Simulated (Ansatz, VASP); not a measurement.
**H21C13 (amorphous cis-polybutadiene at 500 K) in two plane-wave programs**

Wanted: the spread between two codes on one cell, functional and k mesh. The cell is taken from a series of runs on this material, whose earlier steps may have relaxed, scaled, displaced or heated it; both programs get it as it stands.

Main program and level: Ansatz 0.2.0; plane waves, with VASP 6.6.1 beside it; single point at PBE with D3(BJ).

### 1. Starting point

The cell holds 204 atoms: 78 C and 126 H. Its edges and angles: a = 12.968 Å, b = 12.968 Å, c = 12.968 Å, α = 90.0°, β = 90.0°, γ = 90.0°. As first built, before any earlier steps moved the atoms (in the runner's words): 3 cis-polybutadiene chains of 6 units placed at random, at 0.81 g/cm^3; overlaps pushed apart, then 20 ps at 800 K with MMFF94 bonds, angles, torsions, charges and radii (Halgren, J. Comput. Chem. 17, 490 (1996)) in harmonic and 12-6 forms; charges of ions scaled by 0.8. Snapshot after 30 ps at 500 K and fixed volume.

### 2. VASP: single point, PBE with D3(BJ)

With cell and atoms fixed, the geometry can't cause a difference; cores, projectors, grids and the points listed under the comparison can.

Lines of VASP's logs that name or quote its potential files are left out, and so is its time.

INCAR reads:

```
SYSTEM = H21C13
PREC = Accurate
ENCUT = 600
EDIFF = 1E-06
NELM = 120
ISMEAR = 0
SIGMA = 0.01
LREAL = Auto
ALGO = Normal
GGA = PE
IVDW = 12
NBANDS = 361
LORBIT = 11
LWAVE = .FALSE.
LCHARG = .FALSE.
ISIF = 2
LASPH = .TRUE.
GGA_COMPAT = .FALSE.
EFERMI = MIDGAP
```

POSCAR reads:

```
H21C13
1.0
   12.9683200000      0.0000000000      0.0000000000
    0.0000000000     12.9683200000      0.0000000000
    0.0000000000      0.0000000000     12.9683200000
C H
78 126
Direct
    0.6128300000      0.1209400000      0.5024000000
    0.5106400000      0.1209000000      0.5539300000
    0.5233400000      0.1675800000      0.6558200000
    0.4990400000      0.2701400000      0.6679300000
    0.4704300000      0.3521400000      0.5930700000
    0.3619900000      0.3872200000      0.5994400000
    0.2888200000      0.2994400000      0.6013600000
    0.2331900000      0.2665200000      0.5236500000
    0.2316400000      0.3068300000      0.4173000000
    0.1265100000      0.3141600000      0.3625500000
    0.0813700000      0.2018300000      0.3667800000
    0.9825400000      0.1749100000      0.3569500000
    0.8913000000      0.2558800000      0.3476000000
    0.8628300000      0.2933300000      0.4485300000
    0.8621000000      0.2174700000      0.5397700000
    0.9068200000      0.2354100000      0.6333100000
    0.9652100000      0.3319700000      0.6592400000
    0.8966300000      0.4253300000      0.7039900000
    0.8181700000      0.4637600000      0.6290100000
    0.8274600000      0.5376700000      0.5547200000
    0.9164800000      0.6111600000      0.5443900000
    0.9897800000      0.5752000000      0.4560300000
    0.0429300000      0.6675100000      0.4180600000
    0.0942600000      0.6651600000      0.3276700000
    0.1332800000      0.5611500000      0.2893500000
    0.2416300000      0.5694900000      0.2514200000
    0.6404400000      0.4493600000      0.2876800000
    0.6687800000      0.4667400000      0.1699200000
    0.7758300000      0.4375100000      0.1532800000
    0.8140700000      0.3769600000      0.0805100000
[... 168 atom lines left out ...]
    0.2800000000      0.8427500000      0.3001100000
    0.2713100000      0.9791600000      0.1149800000
    0.1844800000      0.8904500000      0.1463100000
    0.3692800000      0.8207500000      0.0223700000
    0.2888100000      0.7449700000      0.0839100000
    0.2371300000      0.8232600000      0.9811300000
```

KPOINTS reads:

```
Automatic mesh
0
Gamma
1 1 1
0 0 0
```

Potentials, in the order of the species: C and H (PBE family, release 64).

Command:

```sh
$ export OMP_NUM_THREADS=4
$ mpirun -np 1 vasp_gam
```

Numbers of over 12 decimals in the logs are rounded to 6 here.

What it wrote:

```text
[banner, memory and clock lines left out]
running    1 mpi-ranks, on    1 nodes
[...]
Offloading initialized ...    1 GPUs detected
[...]
LDA part: xc-table for (Slater+PW92), standard interpolation
 POSCAR, INCAR and KPOINTS ok, starting setup
[...]
entering main loop
       N       E                     dE             d eps       ncg     rms          rms(c)
DAV:   1     0.298041963891E+04    0.29804E+04   -0.22841E+05   722   0.122E+03
DAV:   2    -0.862079345725E+03   -0.38425E+04   -0.36309E+04   923   0.264E+02
DAV:   3    -0.126129401706E+04   -0.39921E+03   -0.39553E+03   924   0.847E+01
DAV:   4    -0.127278962308E+04   -0.11496E+02   -0.11462E+02   900   0.164E+01
[...]
DAV:  17    -0.114744692284E+04    0.37100E-05   -0.33947E-05   892   0.120E-02    0.561E-03
DAV:  18    -0.114744692173E+04    0.11184E-05   -0.77279E-06   844   0.504E-03    0.288E-03
DAV:  19    -0.114744692104E+04    0.69014E-06   -0.88452E-07   620   0.252E-03
   1 F= -.11575555E+04 E0= -.11575555E+04  d E =0.000000E+00
```

From OUTCAR (step 2):

```text
  FREE ENERGIE OF THE ION-ELECTRON SYSTEM (eV)
  ---------------------------------------------------
  free  energy   TOTEN  =     -1157.5555192997 eV

  energy  without entropy=    -1157.5555192997  energy(sigma->0) =    -1157.55551930
```

The run ends at a pressure of 2.60 GPa, with forces up to 5.0 eV/Å.

### 3. Ansatz: single point, PBE with D3(BJ)

Ansatz runs on its default PAW (the set named soft_2) files.

The same cell, functional and mesh now go to Ansatz, which takes its cutoff from its data sets.

input.yaml reads:

```yaml
crystal:
  lattice:
    - [12.96832, 0.0, 0.0]
    - [0.0, 12.96832, 0.0]
    - [0.0, 0.0, 12.96832]
  atoms:
    - { symbol: C, position: [0.61283, 0.12094, 0.5024] }
    - { symbol: C, position: [0.51064, 0.1209, 0.55393] }
    - { symbol: C, position: [0.52334, 0.16758, 0.65582] }
    - { symbol: C, position: [0.49904, 0.27014, 0.66793] }
    - { symbol: C, position: [0.47043, 0.35214, 0.59307] }
    - { symbol: C, position: [0.36199, 0.38722, 0.59944] }
    - { symbol: C, position: [0.28882, 0.29944, 0.60136] }
    - { symbol: C, position: [0.23319, 0.26652, 0.52365] }
    - { symbol: C, position: [0.23164, 0.30683, 0.4173] }
    - { symbol: C, position: [0.12651, 0.31416, 0.36255] }
    - { symbol: C, position: [0.08137, 0.20183, 0.36678] }
    - { symbol: C, position: [0.98254, 0.17491, 0.35695] }
    - { symbol: C, position: [0.8913, 0.25588, 0.3476] }
    - { symbol: C, position: [0.86283, 0.29333, 0.44853] }
    - { symbol: C, position: [0.8621, 0.21747, 0.53977] }
    - { symbol: C, position: [0.90682, 0.23541, 0.63331] }
    - { symbol: C, position: [0.96521, 0.33197, 0.65924] }
    - { symbol: C, position: [0.89663, 0.42533, 0.70399] }
    - { symbol: C, position: [0.81817, 0.46376, 0.62901] }
    - { symbol: C, position: [0.82746, 0.53767, 0.55472] }
    - { symbol: C, position: [0.91648, 0.61116, 0.54439] }
    - { symbol: C, position: [0.98978, 0.5752, 0.45603] }
    - { symbol: C, position: [0.04293, 0.66751, 0.41806] }
    - { symbol: C, position: [0.09426, 0.66516, 0.32767] }
    - { symbol: C, position: [0.13328, 0.56115, 0.28935] }
    - { symbol: C, position: [0.24163, 0.56949, 0.25142] }
    - { symbol: H, position: [0.6743, 0.10358, 0.55875] }
    - { symbol: H, position: [0.62653, 0.2046, 0.47633] }
    - { symbol: H, position: [0.61164, 0.0711, 0.43223] }
    - { symbol: H, position: [0.48368, 0.04381, 0.57549] }
[... 168 atom lines left out ...]
    - { symbol: H, position: [0.28, 0.84275, 0.30011] }
    - { symbol: H, position: [0.27131, 0.97916, 0.11498] }
    - { symbol: H, position: [0.18448, 0.89045, 0.14631] }
    - { symbol: H, position: [0.36928, 0.82075, 0.02237] }
    - { symbol: H, position: [0.28881, 0.74497, 0.08391] }
    - { symbol: H, position: [0.23713, 0.82326, 0.98113] }
kpoints:
  mp_grid: { grid: [1, 1, 1] }
hamiltonian:
  xc: pbe
  dispersion: d3bj
scf:
  occupations: { method: fixed }
output:
  forces: true
  stress: true
  populations: true
  dos:
    method: { smearing: { sigma: 0.08 } }
    de: 0.1
    projected: { site_lists: { C: [C], H: [H] } }
  eigenvalues: true
  write_density: true
  write_potential: true
  volumetric_format: npy
```

Command:

```sh
$ ansatz run input.yaml --threads 8 --pin off --max-ram 15872MiB --backend cpu --events-out ev --progress --plain --runs-dir out
```

What it wrote:

```text
Engine: ansatz 0.2.0, aarch64-unknown-linux-gnu
Pseudopotentials: kind: paw
Pseudopotential: C, paw, valence charge 4, recommended cutoff 420 eV (normal), C.paw.azcp
Pseudopotential: H, paw, valence charge 1, recommended cutoff 420 eV (normal), H.paw.azcp
Functional definition: PBE
  parameter kappa = 0.804
  parameter beta = 0.066725
  exchange = pbe_x(kappa = kappa, mu = beta*pi^2/3)
  correlation = pbe_c(beta = beta)
Crystal: 204 atoms, lattice volume = 2180.977 Å³
Basis set: ecut = 420 eV, 42691 PW (Γ), exchange–correlation on 180×180×180 points (8 copies of the dense FFT grid, shifted against one another)
Bands: 423, of which v1, the nominal top of the filled ones, is band 219 counted from 1 (218 counted from 0)
Symmetry: 1 space group operations
Space group: P1 (ITA 1), of the structure as read, at distance tolerance 1.3e-4 Å
k-points: 1
Non-local potential: C, projectors of the file, l = 0: 2, l = 1: 2, l = 2: 1
Non-local potential: H, projectors of the file, l = 0: 2, l = 1: 1
PAW form: soft (Blöchl's): semilocal exchange-correlation on the pseudo side does not see the compensation charge
PAW one-centre angular grid: C, 110 points (default); XC on 64 Gauss nodes
PAW one-centre angular grid: H, 110 points (default); XC on 64 Gauss nodes
Initial density: superposition of atomic densities (neutral atoms: chi_scale 0, normalization atom), corrected by the library's trained network
Initial wavefunctions: pseudopotential atomic-orbital guess
Functional: x = pbe(κ = 0.804, μ = 0.219515), c = pbe(β = 0.066725)
SCF iter   1: F=—  HF=-21584.550368 eV  |F-HF|=—  |Δ(HF+E_count)|=         —  Δρ=4.37e-3  dr2=4.93e-1  ethr=1.77e-3  ⟨swp⟩=5.0  Hψ=1456  notcnv=0  defer=200
preconditioner: auto → Resta (q_TF=auto, 2.088 Å⁻¹)  ε∞=2.2  [insulator: Δε(μ)=4.008 eV  Ē_g=15.037 eV  n_scr=340 (ndim 8)  ℏωp=16.6 eV  f_vac=0.261  ε∞_Penn≈2.2]
SCF iter   2: F=—  HF=-21584.524206 eV  |F-HF|=—  |Δ(HF+E_count)|=   2.62e-2  Δρ=2.23e-3  dr2=1.18e-1  ethr=1.13e-4  ⟨swp⟩=3.0  Hψ=709  notcnv=0  defer=201
SCF iter   3: F=—  HF=-21584.556394 eV  |F-HF|=—  |Δ(HF+E_count)|=   3.22e-2  Δρ=9.42e-4  dr2=2.95e-2  ethr=2.70e-5  ⟨swp⟩=3.0  Hψ=403  notcnv=0  defer=202
SCF iter   4: F=—  HF=-21584.556037 eV  |F-HF|=—  |Δ(HF+E_count)|=   3.57e-4  Δρ=3.34e-4  dr2=3.75e-3  ethr=6.74e-6  ⟨swp⟩=3.0  Hψ=445  notcnv=0  defer=202
SCF iter   5: F=—  HF=-21584.556381 eV  |F-HF|=—  |Δ(HF+E_count)|=   3.44e-4  Δρ=1.13e-4  dr2=4.53e-4  ethr=8.57e-7  ⟨swp⟩=2.0  Hψ=439  notcnv=0  defer=202
SCF iter   6: F=—  HF=-21584.556364 eV  |F-HF|=—  |Δ(HF+E_count)|=   1.71e-5  Δρ=5.41e-5  dr2=9.29e-5  ethr=1.04e-7  ⟨swp⟩=2.0  Hψ=439  notcnv=0  defer=202
SCF iter   7: F=—  HF=-21584.556610 eV  |F-HF|=—  |Δ(HF+E_count)|=   2.46e-4  Δρ=1.91e-5  dr2=1.01e-5  ethr=2.12e-8  ⟨swp⟩=2.0  Hψ=632  notcnv=0  defer=201
SCF iter   8: F=—  HF=-21584.556607 eV  |F-HF|=—  |Δ(HF+E_count)|=   2.77e-6  Δρ=5.91e-6  dr2=1.03e-6  ethr=2.32e-9  ⟨swp⟩=2.0  Hψ=437  notcnv=0  defer=201
SCF iter   9: F=—  HF=-21584.556607 eV  |F-HF|=—  |Δ(HF+E_count)|=   1.62e-7  Δρ=3.08e-6  dr2=2.98e-7  ethr=2.34e-10  ⟨swp⟩=2.0  Hψ=442  notcnv=0  defer=201
SCF iter  10: F=-21584.556607 eV  HF=-21584.556607 eV  |F-HF|=6.13e-9  |Δ(HF+E_count)|=   6.26e-8  Δρ=9.08e-7  dr2=2.47e-8  ethr=2.28e-11  ⟨swp⟩=21.0  Hψ=4166  notcnv=0
SCF 1 converged in 10 iterations: F = -21584.556607 eV  dr2 = 2.47e-8
  greatest PAW one-centre occupation: 0.699 electrons in one spin orbital (limit 2), on the C atom at site 150 (counted from 0), in its partial waves of l = 0
[...]
k-point 0: bands = [... 215 lower, -1.2360, -1.2217, -1.1699, -0.9041, 2.9763, 3.1141, 3.1363, 3.2290, ... 200 higher]
--- Löwdin populations: 204 sites ---
  site symbol       q [e]
     0      C      4.4114
     1      C      4.2490
     2      C      4.1386
     3      C      4.1535
     4      C      4.2770
     5      C      4.2892
     6      C      4.1227
     7      C      4.1603
     8      C      4.2777
     9      C      4.2748
    10      C      4.1486
    11      C      4.1397
    12      C      4.2822
    13      C      4.2678
    14      C      4.1334
    15      C      4.1243
    16      C      4.2885
    17      C      4.2866
    18      C      4.1100
    19      C      4.1528
    20      C      4.2763
    21      C      4.2745
    22      C      4.1554
    23      C      4.1458
[...]
196      H      0.8228
   197      H      0.8020
   198      H      0.8272
   199      H      0.7898
   200      H      0.7891
   201      H      0.8348
   202      H      0.8123
   203      H      0.8323
  spilling = 0.012485 (of n_electrons = 438.000000)
```

Reading the cycles: dr2 is the Hartree energy of the density residual (eV), the measure of convergence; HF is the Harris–Foulkes estimate of the energy, which meets the free energy F at convergence.

### 4. Side by side

Known differences besides the potentials themselves: fixed occupations in Ansatz, narrow Gaussian smearing in VASP; the cutoff is 420 eV in Ansatz and 600 eV in VASP (PREC = Accurate, projectors in real space). Total energies have different zeros and are not compared.

Compared:

```csv
quantity,Ansatz,VASP,difference
pressure (GPa),2.65,2.60,+0.05
gap on the k mesh (eV),3.880,3.880,0.000
```

Forces on 9 of the 204 atoms, those with the largest forces and the largest differences (eV/Å; atoms numbered as in POSCAR):

```csv
atom,"Ansatz x, y, z","VASP x, y, z"
C10,"1.278, -3.884, -0.959","1.266, -3.883, -0.958"
C13,"3.417, -2.265, -1.670","3.428, -2.284, -1.697"
C23,"1.196, -2.036, -3.424","1.186, -1.993, -3.394"
C41,"-0.519, -3.196, 2.104","-0.529, -3.235, 2.118"
C59,"-1.509, -3.157, 3.642","-1.497, -3.108, 3.639"
C65,"-2.369, 0.627, -3.430","-2.368, 0.624, -3.413"
H153,"-4.014, -1.616, 0.358","-4.016, -1.619, 0.357"
H174,"1.397, 3.463, -2.593","1.394, 3.463, -2.588"
H176,"0.103, 0.977, 4.282","0.104, 0.976, 4.286"
```

The forces differ by 12 meV/Å r.m.s., which is 1.0 % of the r.m.s. force of 1.162 eV/Å (both taken over all components). A gap on the mesh is an upper bound, since the band edges may lie between its points.

### 5. Summary of results

| Property | Result |
| --- | --- |
| r.m.s. force difference (single point, PBE with D3(BJ)) | 1.0 % of the r.m.s. force |

What this shows: The r.m.s. force difference is 1.0 % of the r.m.s. force (single point, PBE with D3(BJ)), within the 3 % picked in this series as the mark of a large difference. Such differences can come from data sets, numerical settings and the points named under the comparisons, not from the functional's error against experiment.

[Lines on the potential files, build, host, timing and source positions are cut from VASP's logs without a mark.]

[Logs are printed without paths, hosts, clocks, repeated set-up lines and the standing remarks that a program may print on its own settings, such as how far it seeks lower states.]

[Hosts, paths, dates, database ids (printed as entryN), source tags and the programs' standing remarks are cut or masked in the printed files.]

[The MMFF94 radii named for the starting cell were scaled by 0.96; in molecules described by MMFF94, hydrogen bound to N, O or S took a small fixed 12-6 site in their place.]
